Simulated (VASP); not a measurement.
The cell holds one Al (fcc) (111) slab, with vacuum along c, ions free to move until forces fall under 0.03 eV/Å, no reconstruction beyond this cell, dipole correction on.

Input:

```xyz
4
Lattice="2.8369 0.0000 0.0000 -1.4184 2.4568 0.0000 0.0000 0.0000 24.1241" Properties=species:S:1:pos:R:3 pbc="T T T"
Al     0.0000     0.0000     8.5260
Al     1.4184     0.8189    10.8774
Al     0.0000     1.6379    13.2467
Al     0.0000     0.0000    15.5981
```

Level of theory: PBEsol GGA, VASP's PBE PAW potentials (set 64) (plane waves; VASP). Settings: 400 eV cut-off, 11×11×1 Γ-centred mesh, first-order Methfessel-Paxton smearing of 0.10 eV, potentials Al.

Slab and bulk use different k-meshes, so the surface energy is good to a few per cent at best.

Problem. Predict its surface energy, work function, band gap (on the k-mesh).

Solution. 
| Property | Value |
|---|---|
| surface energy | 1.01 J/m^2 |
| work function | 4.14 eV |
| band gap (on the k-mesh) | none (metal, semimetal or under 0.01 eV) |

Measured: work function 4.32 eV (computed value off by -0.18 eV), as given by Richard Tran et al., Surface Science (2019), arXiv:1902.07811.

The cell is a thin slab with vacuum, built from Al (fcc): (111) face.
